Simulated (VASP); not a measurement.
```
K2S
1.0
    0.00000     3.77910     3.77910
    3.77910     0.00000     3.77910
    3.77910     3.77910     0.00000
K S
2 1
Direct
  0.25000   0.25000   0.25000
  0.75000   0.75000   0.75000
  0.00000   0.00000   0.00000
```

Level of theory: PBE GGA, VASP's PBE PAW potentials (set 64) (plane waves; VASP 6.6.1). Numerical set-up: 400 eV cut-off, 5×5×5 Γ-centred mesh, Gaussian smearing of 0.050 eV, potentials K_sv S.

Estimate the energy per atom (σ→0).

```yaml
energy per atom (σ→0): -3.138 eV/atom
```

The compound is K2S in the antifluorite structure. The cell was not relaxed at this level.
